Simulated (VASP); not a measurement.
Given:

```xyz
2
Lattice="1.3132 -2.2745 0.0000 1.3132 2.2745 0.0000 0.0000 0.0000 4.1489" Properties=species:S:1:pos:R:3 pbc="T T T"
Ru     1.3132     0.7582     1.0372
Ru     1.3132    -0.7582     3.1117
```

The numbers are results of PBEsol GGA, VASP's PBE PAW potentials (set 64) (plane waves; VASP), not measurements. Run with 500 eV cut-off, 16×16×9 Γ-centred mesh, first-order Methfessel-Paxton smearing of 0.10 eV, potentials Ru_pv.

Energy and stress use the plane-wave basis of the starting cell.

Problem. The ions, cell shape and volume at an external pressure of 45.0 GPa are relaxed. Give the cell that the relaxation ends in.

Solution. 
```xyz
2
Lattice="1.2998 -2.2513 0.0000 1.2998 2.2513 0.0000 0.0000 0.0000 4.1119" Properties=species:S:1:pos:R:3 pbc="T T T"
Ru     1.2998     0.7505     1.0280
Ru     1.2998    -0.7505     3.0839
```
Space group P6_3/mmc (194), at a tolerance of 0.03 Å.

Problem. How do energy and volume change from the first to the last step?

Solution. The energy (σ→0) changes by +83.6 meV/atom and the volume by -2.9 %, in 7 ionic steps.

The compound is Ru in the hcp structure. This run relaxes it under an external pressure of 45 GPa. Symmetry was kept, so distortions that lower it aren't found.
